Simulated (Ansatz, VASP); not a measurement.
# TbO2: VASP beside Ansatz, part 2 of 2

One calculation is typed for both programs; each brings its own data sets and cutoff. How far apart do they land? The cell is taken from a series of VASP runs on this material, whose earlier steps may have relaxed, scaled or displaced it; both programs get it as it stands.

VASP 6.6.1 and Ansatz 0.2.0.

So far: The structure; VASP: single point, r2SCAN, DFT+U.

In doubt: a part-filled 4f shell, where there is one, can sit in one of many states, so energies may not be the lowest and differences between runs may mislead; derivatives with an open 4f shell can jump between states, which bears on forces and vibrations.

## 3. Ansatz: single point, r2SCAN, DFT+U

Level of this step: Ansatz beside VASP: Kohn-Sham DFT, plane waves, r2SCAN, DFT+U (Ansatz).

Ansatz runs on its default PAW (the set named soft_2) files.

The same cell, functional, mesh and smearing now go to Ansatz, which takes its cutoff from its data sets.

The input, input.yaml:

```yaml
crystal:
  lattice:
    - [0.0, 5.22, 5.22]
    - [2.61, 2.61, 5.22]
    - [2.61, 2.61, 0.0]
  atoms:
    - { symbol: Tb, position: [0.0, 0.0, 0.0], spin: 6.0 }
    - { symbol: Tb, position: [0.5, 0.0, 0.0], spin: -6.0 }
    - { symbol: O, position: [0.0, 0.25, 0.25] }
    - { symbol: O, position: [0.5, 0.25, 0.25] }
    - { symbol: O, position: [0.0, 0.75, 0.75] }
    - { symbol: O, position: [0.5, 0.75, 0.75] }
hamiltonian:
  xc: r2scan
  pseudopotentials: { kind: paw }
  hubbard: { sites: [{ species: Tb, l: f, u_eff: 5.0 }] }
magnetization:
  spin_polarized: true
kpoints:
  mp_grid: { grid: [7, 7, 7] }
scf:
  occupations: { method: gaussian, width: 0.05 }
  n_extra_bands: 13
output:
  forces: true
  stress: true
  eigenvalues: true
```

Started as:

```sh
ansatz run input.yaml --threads 4 --pin off --max-ram 9216MiB --backend cpu --events-out ev --progress --plain --runs-dir out
```

Numbers of over 12 decimals in the logs are rounded to 6 here.

The program printed:

```text
Tb: projections on atomic orbitals take those of the free atom [Kr 4d10] 4f9 5s2 5p6 5d0 6s2, of charge +0.00 (hamiltonian.pseudopotentials.projection_atoms); the dataset's partial waves leave at most 4.5e-4 of an orbital's norm unspanned inside its sphere
O: projections on atomic orbitals take those of the free atom [He] 2s2 2p4, of charge +0.00 (hamiltonian.pseudopotentials.projection_atoms); the dataset's partial waves leave at most 1.9e-8 of an orbital's norm unspanned inside its sphere
scf.n_extra_bands = 13 over 31 filled bands (N_el = 62.0): the run solves 44 bands
Engine: ansatz 0.2.0, aarch64-unknown-linux-gnu
Pseudopotentials: kind: paw
Pseudopotential: Tb, paw, valence charge 19, recommended cutoff 500 eV (meta_gga), Tb.paw.azcp
Pseudopotential: O, paw, valence charge 6, recommended cutoff 500 eV (meta_gga), O.paw.azcp
Functional definition: r2SCAN
  parameter k0 = 0.174
  parameter k1 = 0.065
  parameter a1 = 4.9479
  exchange = r2scan_x(k0 = k0, k1 = k1, a1 = a1)
  correlation = r2scan_c
Crystal: 6 atoms, lattice volume = 71.118 Å³
Basis set: ecut = 500 eV, 1827 PW (Γ), exchange–correlation on 216×192×108 points (64 copies of the dense FFT grid, shifted against one another)
Bands: 44, of which v1, the nominal top of the filled ones, is band 31 counted from 1 (30 counted from 0)
Symmetry: 16 space group operations
Space group: P4/mmm (ITA 123), of the structure as read, at distance tolerance 4.1e-5 Å
Magnetic group: BNS 123.350 (UNI 1010), of the structure as read, at distance tolerance 4.1e-5 Å
k-points: 40 of 343
Non-local potential: Tb, projectors of the file, l = 0: 3, l = 1: 2, l = 2: 2, l = 3: 3
Non-local potential: O, projectors of the file, l = 0: 2, l = 1: 2, l = 2: 1
PAW form: soft (Blöchl's): semilocal exchange-correlation on the pseudo side does not see the compensation charge
PAW frozen core: Tb, regenerated for the run's functional (the file was generated under x = pbe(κ = 0.804, μ = 0.219515), c = pbe(β = 0.066725))
PAW frozen core: O, regenerated for the run's functional (the file was generated under x = pbe(κ = 0.804, μ = 0.219515), c = pbe(β = 0.066725))
PAW one-centre angular grid: Tb, 2702 points (default); XC on 160 Gauss nodes
PAW one-centre angular grid: O, 302 points (default); XC on 160 Gauss nodes
Initial density: superposition of atomic densities (chi_scale 0.1, normalization cell)
Starting moments: Σ|m| = 12 μB on 2 of 6 sites
Starting magnetic order: antiferromagnet; a translation exchanges its spin sublattices: spin-degenerate at every k-point
Initial wavefunctions: pseudopotential atomic-orbital guess
Functional: x = r2scan, c = r2scan; τ floored in thin density (d = 2e-4 eV/Å³)
SCF iter   1: F=—  HF=-22206.709123 eV  |F-HF|=—  |Δ(HF+E_count)|=         —  Δρ=3.51e-1 (↑3.51e-1 ↓3.51e-1)  dr2=7.39e1  dr2_τ=1.11e0  dr2_m=6.30e1  M=0.000 μB ∫|m|=14.181 μB  β_m=1.00  ethr=3.10e-3  ⟨swp⟩=5.1  Hψ=6123  notcnv=0  defer=5
preconditioner: auto → Resta (q_TF=auto, 2.667 Å⁻¹)  ε∞=5.2  [insulator: Δε(μ)=5.290 eV  Ē_g=16.311 eV  σ=0.050 eV  W_gap=1.00  n_scr=20 (ndim 8)  ℏωp=33.5 eV  f_vac=0.000  D(μ)=0.00/eV (n_scr^D=0)  ε∞_Penn≈5.2]
spin=Collinear: Resta preconditioning applied to the charge; magnetization (m = ρ↑ − ρ↓) channel mixes plain (no charge-response kernel on spin).
SCF iter   2: F=—  HF=-22169.447400 eV  |F-HF|=—  |Δ(HF+E_count)|=    3.73e1  Δρ=8.83e-2 (↑8.83e-2 ↓8.83e-2)  dr2=1.98e1  dr2_τ=1.87e-1  dr2_m=9.02e-1  M=0.000 μB ∫|m|=14.097 μB  β_m=1.00  ethr=3.10e-3  ⟨swp⟩=5.0  Hψ=5675  notcnv=0  defer=240  κ⁻¹=1.0e0(r=1)
SCF iter   3: F=—  HF=-22184.515920 eV  |F-HF|=—  |Δ(HF+E_count)|=    1.51e1  Δρ=4.91e-1 (↑4.91e-1 ↓4.91e-1)  dr2=3.18e2  dr2_τ=1.93e0  dr2_m=7.51e1  M=0.000 μB ∫|m|=6.320 μB  β_m=0.30  ethr=3.10e-3  ⟨swp⟩=4.5  Hψ=4234  notcnv=0  defer=240  κ⁻¹=4.6e-3(r=2)
SCF iter   4: F=—  HF=-22187.533855 eV  |F-HF|=—  |Δ(HF+E_count)|=    3.02e0  Δρ=1.29e-1 (↑1.29e-1 ↓1.29e-1)  dr2=5.28e0  dr2_τ=1.17e0  dr2_m=9.56e0  M=0.000 μB ∫|m|=13.593 μB  β_m=1.00  ethr=3.10e-3  ⟨swp⟩=4.9  Hψ=4147  notcnv=0  defer=264  κ⁻¹=8.7e-5(r=3)
SCF iter   5: F=—  HF=-22187.418755 eV  |F-HF|=—  |Δ(HF+E_count)|=   1.15e-1  Δρ=7.28e-2 (↑7.28e-2 ↓7.28e-2)  dr2=1.40e1  dr2_τ=3.47e-2  dr2_m=1.84e-1  M=0.000 μB ∫|m|=14.010 μB  β_m=1.00  ethr=3.10e-3  ⟨swp⟩=4.9  Hψ=4345  notcnv=0  defer=230  κ⁻¹=2.1e-5(r=4)
SCF iter   6: F=—  HF=-22190.610654 eV  |F-HF|=—  |Δ(HF+E_count)|=    3.19e0  Δρ=5.57e-2 (↑5.57e-2 ↓5.57e-2)  dr2=8.11e0  dr2_τ=4.15e-2  dr2_m=2.50e-3  M=0.000 μB ∫|m|=14.004 μB  β_m=0.30  ethr=3.10e-3  ⟨swp⟩=2.0  Hψ=3567  notcnv=0  defer=236
Mixer restart at iter 6: flushing history
spin-set hold released at iteration 6 (site moments contracting): the magnetisation degrees of freedom join the quasi-Newton model from the next iteration; the mixer history was flushed
SCF iter   7: F=—  HF=-22191.489351 eV  |F-HF|=—  |Δ(HF+E_count)|=   8.79e-1  Δρ=2.25e-2 (↑2.25e-2 ↓2.25e-2)  dr2=2.24e-1  dr2_τ=5.65e-2  dr2_m=2.54e-1  M=0.000 μB ∫|m|=13.531 μB  β_m=0.30  ethr=3.10e-3  ⟨swp⟩=5.0  Hψ=4361  notcnv=0  defer=240  κ⁻¹=1.0e0(r=1)
SCF iter   8: F=—  HF=-22193.330984 eV  |F-HF|=—  |Δ(HF+E_count)|=    1.84e0  Δρ=1.80e-2 (↑1.80e-2 ↓1.80e-2)  dr2=6.08e-2  dr2_τ=2.61e-3  dr2_m=1.85e-1  M=0.000 μB ∫|m|=13.490 μB  β_m=0.30  ethr=3.62e-4  ⟨swp⟩=2.0  Hψ=3600  notcnv=0  defer=240  κ⁻¹=1.5e-2(r=2)
SCF iter   9: F=—  HF=-22194.705491 eV  |F-HF|=—  |Δ(HF+E_count)|=    1.37e0  Δρ=8.82e-3 (↑8.82e-3 ↓8.82e-3)  dr2=6.08e-2  dr2_τ=8.89e-4  dr2_m=3.62e-2  M=0.000 μB ∫|m|=13.541 μB  β_m=0.30  ethr=9.81e-5  ⟨swp⟩=3.0  Hψ=3880  notcnv=0  defer=240  κ⁻¹=5.2e-3(r=3)
[...]
SCF iter  14: F=—  HF=-22195.150310 eV  |F-HF|=—  |Δ(HF+E_count)|=   4.53e-3  Δρ=3.00e-3 (↑3.00e-3 ↓3.00e-3)  dr2=1.30e-2  dr2_τ=3.68e-5  dr2_m=2.67e-3  M=0.000 μB ∫|m|=13.464 μB  β_m=0.30  ethr=1.81e-5  ⟨swp⟩=2.0  Hψ=2816  notcnv=0  defer=240  κ⁻¹=1.8e-6(r=8)
SCF iter  15: F=—  HF=-22195.150866 eV  |F-HF|=—  |Δ(HF+E_count)|=   5.56e-4  Δρ=1.73e-3 (↑1.73e-3 ↓1.73e-3)  dr2=4.10e-3  dr2_τ=1.57e-5  dr2_m=9.24e-4  M=0.000 μB ∫|m|=13.469 μB  β_m=0.30  ethr=1.81e-5  ⟨swp⟩=3.0  Hψ=3048  notcnv=0  defer=240  κ⁻¹=1.2e-5(r=8)
SCF iter  16: F=—  HF=-22195.150019 eV  |F-HF|=—  |Δ(HF+E_count)|=   8.47e-4  Δρ=4.49e-4 (↑4.49e-4 ↓4.49e-4)  dr2=3.66e-4  dr2_τ=2.17e-6  dr2_m=3.90e-5  M=0.000 μB ∫|m|=13.487 μB  β_m=0.30  ethr=6.61e-6  ⟨swp⟩=2.0  Hψ=3082  notcnv=0  defer=240  κ⁻¹=1.4e-5(r=8)
SCF iter  17: F=—  HF=-22195.150062 eV  |F-HF|=—  |Δ(HF+E_count)|=   4.31e-5  Δρ=2.80e-4 (↑2.80e-4 ↓2.80e-4)  dr2=1.41e-4  dr2_τ=7.00e-7  dr2_m=1.56e-5  M=0.000 μB ∫|m|=13.488 μB  β_m=0.30  ethr=5.90e-7  ⟨swp⟩=2.0  Hψ=2610  notcnv=0  defer=240  κ⁻¹=4.3e-6(r=8)
SCF iter  18: F=—  HF=-22195.150059 eV  |F-HF|=—  |Δ(HF+E_count)|=   3.04e-6  Δρ=2.43e-5 (↑2.43e-5 ↓2.43e-5)  dr2=6.30e-7  dr2_τ=5.80e-8  dr2_m=7.54e-8  M=0.000 μB ∫|m|=13.485 μB  β_m=0.30  ethr=2.27e-7  ⟨swp⟩=2.1  Hψ=2680  notcnv=0  defer=240  κ⁻¹=2.0e-5(r=8)
SCF iter  19: F=—  HF=-22195.149997 eV  |F-HF|=—  |Δ(HF+E_count)|=   6.20e-5  Δρ=1.06e-5 (↑1.06e-5 ↓1.06e-5)  dr2=9.83e-8  dr2_τ=4.00e-9  dr2_m=1.20e-8  M=0.000 μB ∫|m|=13.486 μB  β_m=0.30  ethr=1.61e-10  ⟨swp⟩=12.7  Hψ=11241  notcnv=0  κ⁻¹=5.9e-6(r=8)
SCF iter  20: F=—  HF=-22195.149998 eV  |F-HF|=—  |Δ(HF+E_count)|=   3.88e-7  Δρ=1.93e-5 (↑1.93e-5 ↓1.93e-5)  dr2=5.04e-7  dr2_τ=2.78e-9  dr2_m=8.24e-8  M=0.000 μB ∫|m|=13.485 μB  β_m=0.30  ethr=1.59e-10  ⟨swp⟩=5.0  Hψ=5944  notcnv=0  κ⁻¹=4.3e-7(r=8)
SCF iter  21: F=—  HF=-22195.149998 eV  |F-HF|=—  |Δ(HF+E_count)|=   4.37e-7  Δρ=1.89e-5 (↑1.89e-5 ↓1.89e-5)  dr2=6.25e-7  dr2_τ=3.03e-9  dr2_m=8.37e-8  M=0.000 μB ∫|m|=13.485 μB  β_m=0.30  ethr=1.59e-10  ⟨swp⟩=2.0  Hψ=2760  notcnv=0  κ⁻¹=6.4e-8(r=8)
SCF iter  22: F=—  HF=-22195.149998 eV  |F-HF|=—  |Δ(HF+E_count)|=   2.73e-8  Δρ=1.34e-5 (↑1.34e-5 ↓1.34e-5)  dr2=3.21e-7  dr2_τ=1.47e-9  dr2_m=4.14e-8  M=0.000 μB ∫|m|=13.485 μB  β_m=0.30  ethr=1.59e-10  ⟨swp⟩=2.0  Hψ=2625  notcnv=0  κ⁻¹=1.6e-8(r=8)
SCF iter  23: F=-22195.149998 eV  HF=-22195.149998 eV  |F-HF|=1.38e-9  |Δ(HF+E_count)|=   5.20e-8  Δρ=1.24e-6 (↑1.24e-6 ↓1.24e-6)  dr2=1.37e-9  dr2_τ=1.94e-11  dr2_m=4.39e-10  M=0.000 μB ∫|m|=13.485 μB  ethr=1.59e-10  ⟨swp⟩=4.3  Hψ=6891  notcnv=0
SCF 1 converged in 23 iterations: F = -22195.149998 eV  dr2 = 1.37e-9
  greatest PAW one-centre occupation: 0.998 electrons in one spin orbital (limit 2), on the Tb atom at site 1 (counted from 0), in its partial waves of l = 0
this state was not tested for a lower state beside it, because the mixer in use, unlike msr1, does not test its closes by its own steps (another_mixer; see scf.mixing.algorithm and scf.lower_state_search)
SCF converged after 23 iterations
Magnetization: 0.0000 μB (31.0000 up, 31.0000 down)
Absolute magnetization: 13.4956 μB (∫|ρ↑−ρ↓|, with the PAW one-centre terms)
Spin contamination: 6.9613 ħ² per cell (⟨S²⟩ above its minimum at these occupations)
Per-site moments (μB) at R_I (Å): [(6.569598, 0.932385), (-6.569598017595, 0.932385), (3.4089858359358065e-16, 0.932385), (-5.58311856015723e-19, 0.932385), (3.254843902538057e-16, 0.932385), (-1.7474066232422728e-16, 0.932385)]
Free energy (F): -22195.149998 eV
Harris-Foulkes:  -22195.149998 eV  (|F-HF|=1.38e-9)
Internal energy: -22195.149998 eV  (E = F + TS)
E sigma→0 (E₀):  -22195.149998 eV
Fermi energy:    12.972038 eV
--- Per-component energies (eV) ---
  E_band       = -5.233613
  E_kinetic    = 1463.671828
  E_local      = -5903.736293  (includes V_loc(G=0)·N_el)
  E_nonlocal   = 1403.595106
  E_hartree    = 2279.733697
  E_xc         = -681.513029
  E_vxc        = -912.933111  (∫ρ·V_xc dr)
  E_hubbard    = 2.427870  (on-site DFT+U / exact-exchange correction)
  E_vhub       = -32.319796  (the Hubbard potential's part of the band-sum identity)
  E_paw        = -14058.445330  (= ΣΔE_a)
  E_vpaw       = -637.053905  (= ΣTr[D̂ρ^β])
  E_aug_tail   = 0.003609  (compensation charges beyond the density's cutoff)
  E_vtau       = 54.069566  (kinetic-family band-sum trace: ∫τ·v_τ [+ j·A + Jᵃ·Aᵃ] dr)
  E_ewald      = -6701.597345
  E_core_change = 0.709889  (= ΣΔE_core)
  E_smearing   = -0.000000  (= −TS)
  E_closure    = -0.000000  (closes the sum)
  Σ components = -22195.149998   (vs F -22195.149998, Δ=0.00e0)
--- Forces (eV/Å), atoms counted from 1 ---
  atom   1  Tb    -0.00000000     0.00000000     0.00000000
  atom   2  Tb     0.00000000     0.00000000     0.00000000
  atom   3  O     -0.00000000     0.00000000    -0.00000000
  atom   4  O      0.00000000     0.00000000     0.00000000
  atom   5  O     -0.00000000    -0.00000000     0.00000000
  atom   6  O      0.00000000     0.00000000    -0.00000000
  max |Σ_I F_I| component: 1.58e-29 eV/Å
--- Stress (GPa, compression-positive) ---
        4.490206       0.000000       0.000000
        0.000000       4.490206       0.000000
        0.000000       0.000000       3.862396
  P = ⅓ Tr σ = 4.2809 GPa (42.809 kbar)
--- Band table (eV; the first three rows and the last of 80) ---
  k-point 0 ↑: bands = [... 27 lower, 12.0155, 12.1981, 12.2000, 12.2000, 13.8610, 14.6650, 14.6650, 14.6781, ... 9 higher]
  k-point 1 ↑: bands = [... 27 lower, 11.8373, 11.8643, 11.9917, 11.9930, 13.6738, 14.5896, 14.6147, 14.6156, ... 9 higher]
  k-point 2 ↑: bands = [... 27 lower, 11.5191, 11.6334, 11.6425, 11.8709, 13.4274, 14.4801, 14.5371, 14.5675, ... 9 higher]
  k-point 39 ↓: bands = [... 27 lower, 12.1726, 12.1726, 12.3736, 12.3736, 13.2652, 14.5093, 14.6686, 14.6686, ... 9 higher]
Occupation matrices written to <dir>
```

Elapsed: 19 s, on 4 threads of Arm Neoverse V1, shared host; peak memory 1 GiB; 72 s of CPU time.

The run ends at a pressure of 4.28 GPa.

## 4. Comparison

Known differences besides the potentials themselves: U acts on the PAW sphere in VASP and on atomic orbitals in Ansatz, so only states and trends compare; VASP keeps PBE cores, Ansatz makes them for the functional; the cutoff is 500 eV in Ansatz and 520 eV in VASP; site moments are counted in spheres of each program's own size. Total energies have different zeros and are not compared.

Both answers:

```csv
quantity,Ansatz,VASP,difference
pressure (GPa),4.28,4.25,+0.03
pressure without Ansatz's Pulay correction (GPa),4.16,4.25,-0.09
gap on the k mesh (eV),0.589,0.840,-0.251
moment on Tb1 (μB),6.57,6.47,+0.10
moment on Tb2 (μB),-6.57,-6.47,-0.10
```

A gap on the mesh is an upper bound, since the band edges may lie between its points. VASP's last cycles still show a density residual of 9e-03, so its state may not be settled. Ansatz's pressure holds a Pulay correction of 0.12 GPa; VASP's holds none.

## 5. What came out

```json
{
 "difference in gap on the k mesh (single point, r2SCAN, DFT+U)": "-0.25 eV"
}
```

The difference in gap on the k mesh is -0.25 eV (single point, r2SCAN, DFT+U). How closely two codes agree says nothing of how well the functional describes the real material.

[Lines on the potential files, build, host, timing and source positions are cut from VASP's logs without a mark.]

[Logs are printed without paths, hosts, clocks, repeated set-up lines and the standing remarks that a program may print on its own settings, such as how far it seeks lower states.]

[Hosts, paths, dates, database ids (printed as entryN), source tags and the programs' standing remarks are cut or masked in the printed files.]
